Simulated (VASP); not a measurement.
Consider the following.

```
Tl
1.0
    1.74757    -3.02688     0.00000
    1.74757     3.02688     0.00000
    0.00000     0.00000     5.63273
Tl
2
Cartesian
  1.74757   1.00896   1.40818
  1.74757  -1.00896   4.22455
```

Method: AM05 GGA, VASP's PBE PAW potentials (set 64) (plane waves; VASP). Settings: 520 eV cut-off, 12×12×7 Γ-centred mesh, first-order Methfessel-Paxton smearing of 0.10 eV, potentials Tl_d.

Problem. The ions and cell shape at fixed volume are relaxed. Which structure does the run end with?

Solution. 
```
Tl
1.0
    1.77981    -3.08273     0.00000
    1.77981     3.08273     0.00000
    0.00000     0.00000     5.43051
Tl
2
Direct
  0.33333   0.66667   0.25000
  0.66667   0.33333   0.75000
```
Space group P6_3/mmc (194), at a tolerance of 0.03 Å.

Problem. How much energy does the relaxation gain?

Solution. The energy (σ→0) changes by -6.4 meV/atom, in 5 ionic steps.

The compound is Tl in the hcp structure. This cell is one point of a volume scan, at 1.03 of the reference volume. Symmetry was kept, so distortions that lower it aren't found.
